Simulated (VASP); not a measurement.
Given:

```xyz
3
Lattice="2.0876 -3.6159 0.0000 2.0876 3.6159 0.0000 0.0000 0.0000 8.5640" Properties=species:S:1:pos:R:3 pbc="T T T"
Mg     0.0000     0.0000     8.5640
I      2.0876     1.2053     1.6420
I      2.0876    -1.2053     6.9220
```

Method: revPBE GGA, VASP's PBE PAW potentials (set 64) (plane waves; VASP). Run with 520 eV cut-off, 6×6×3 Γ-centred mesh, Gaussian smearing of 0.050 eV, potentials Mg I.

Without a dispersion term in the relaxation, distances and binding between the weakly bound layers, chains or molecules are unreliable, and so is what depends on them.

Q: The ions and cell shape at fixed volume are relaxed. Predict the relaxed structure.

A: 
```xyz
3
Lattice="2.1245 -3.6798 0.0000 2.1245 3.6798 0.0000 0.0000 0.0000 8.2691" Properties=species:S:1:pos:R:3 pbc="T T T"
Mg     0.0000     0.0000     0.0000
I      2.1245     1.2266     1.6757
I      2.1245    -1.2266     6.5935
```
Space group P-3m1 (164), at a tolerance of 0.03 Å.

Q: How much energy does the relaxation gain?

A: The energy (σ→0) changes by -10.0 meV/atom, in 9 ionic steps.

```json
[
 {"step": "1", "E(σ→0) (eV)": "-7.1212", "max force (eV/Å)": "0.306", "pressure (GPa)": "1.44", "volume (Å³)": "129.30"},
 {"step": "2", "E(σ→0) (eV)": "-7.1294", "max force (eV/Å)": "0.236", "pressure (GPa)": "1.23", "volume (Å³)": "129.30"},
 {"step": "3", "E(σ→0) (eV)": "-7.1427", "max force (eV/Å)": "0.034", "pressure (GPa)": "0.66", "volume (Å³)": "129.30"},
 {"step": "4", "E(σ→0) (eV)": "-7.1435", "max force (eV/Å)": "0.025", "pressure (GPa)": "0.49", "volume (Å³)": "129.30"},
 {"step": "5", "E(σ→0) (eV)": "-7.1488", "max force (eV/Å)": "0.009", "pressure (GPa)": "0.36", "volume (Å³)": "129.30"},
 {"step": "6", "E(σ→0) (eV)": "-7.1513", "max force (eV/Å)": "0.014", "pressure (GPa)": "0.18", "volume (Å³)": "129.30"},
 {"step": "7", "E(σ→0) (eV)": "-7.1513", "max force (eV/Å)": "0.012", "pressure (GPa)": "0.20", "volume (Å³)": "129.30"},
 {"step": "8", "E(σ→0) (eV)": "-7.1513", "max force (eV/Å)": "0.011", "pressure (GPa)": "0.20", "volume (Å³)": "129.30"},
 {"step": "9", "E(σ→0) (eV)": "-7.1513", "max force (eV/Å)": "0.005", "pressure (GPa)": "0.18", "volume (Å³)": "129.30"}
]
```

The compound is MgI2 in the 1T layered structure. This cell is one point of a volume scan, at 0.94 of the reference volume. Symmetry was kept, so distortions that lower it aren't found.
